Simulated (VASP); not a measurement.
Here is the system:

```yaml
crystal:
  lattice:
    - [4.01567, 0.00000, 0.00000]
    - [0.00000, 4.01567, 0.00000]
    - [0.00000, 0.00000, 4.01567]
  atoms:
    - { symbol: Ba, position: [0.00000, 0.00000, 0.00000] }
    - { symbol: Ti, position: [0.50000, 0.50000, 0.50000] }
    - { symbol: O, position: [0.50000, 0.00000, 0.50000] }
    - { symbol: O, position: [0.00000, 0.50000, 0.50000] }
    - { symbol: O, position: [0.50000, 0.50000, 0.00000] }
```

Calculation: revTPSS meta-GGA, VASP's PBE PAW potentials (set 64) (plane waves; VASP). Numerical set-up: 520 eV cut-off, 6×6×6 Γ-centred mesh, tetrahedra with Blöchl corrections, potentials Ba_sv Ti_sv O.

Unless said otherwise, spin-orbit coupling is left out, though it shifts the bands of the heavy elements here.

Q: What does the run give for the energy per atom (σ→0), band gap (over mesh and band path) with the smallest direct gap where there is one?

A: 
```
Quantity                                               Result
---------------------------------------------  --------------
band gap (over mesh and band path)                    1.81 eV
smallest direct gap (over mesh and band path)         1.96 eV
energy per atom (σ→0)                          -4.420 eV/atom
```

The absolute energy has meaning only against runs of the same code, potentials and settings.

The compound is BaTiO3 in the cubic perovskite structure, the ideal cubic form; the compound distorts at low or room temperature. It was relaxed first.
